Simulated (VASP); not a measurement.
The system is CeZn2Ni.

```
Ce Zn Ni
1.0
     3.86439    0.00000    0.00000
     0.00000    3.86439    0.00000
     0.00000    0.00000    4.91927
Ce Zn Ni
1 2 1
Cartesian
  0.0000 0.0000 0.0000
  0.0000 1.9322 2.4596
  1.9322 0.0000 2.4596
  1.9322 1.9322 0.0000
```

The cell comes from a database or a generator and needn't be the stable form of this composition.

```yaml
Program: VASP 6.6.1
Task: single point
Functional: PBE
Potentials_or_basis: VASP PAW PBE potentials, release 64 (Ce, Zn, Ni)
Cutoff: 520 eV
k_mesh: 7 × 7 × 6
Occupations: fermi-dirac, width 0.05 eV
Spin: collinear spin, ferromagnetic start
Starting_moments: "[1.0, 0.0, 0.0, 1.0] μB"
```

On this cell: pressure 0.6 GPa; largest force under 0.003 eV/Å; net moment 0.00 μB per cell; band gap on the k mesh none (metal or under the smearing width).

The same run follows on a disturbed copy (atoms moved at random, drawn with an rms of 0.05 Å):

```xyz
4
Lattice="3.8644 0.0000 0.0000 0.0000 3.8644 0.0000 0.0000 0.0000 4.9193" Properties=species:S:1:pos:R:3 pbc="T T T"
Ce   -0.0152    0.0132    0.0286
Zn   -0.0082    1.9721    2.4527
Zn    1.9265    0.0245    2.4750
Ni    1.9726    1.9728    0.0186
```

Question: What does the disturbed cell give?

Answer: The energy (extrapolated to zero smearing) moves by +2.1 meV/atom; pressure 0.6 GPa; largest force 0.290 eV/Å; net moment 0.00 μB per cell; band gap on the k mesh none (metal or under the smearing width).

Forces on the atoms (eV/Å):
```
Ce   0.186  0.129 -0.182
Zn  -0.022 -0.078  0.111
Zn  -0.021  0.023  0.052
Ni  -0.144 -0.074  0.019
```

Caveats: the magnetic or orbital state may not be the lowest; spin-orbit coupling is left out, which moves the levels of the heavy elements; without U or exact exchange the open f shell lies at the Fermi level, which spoils levels, moments and volumes.
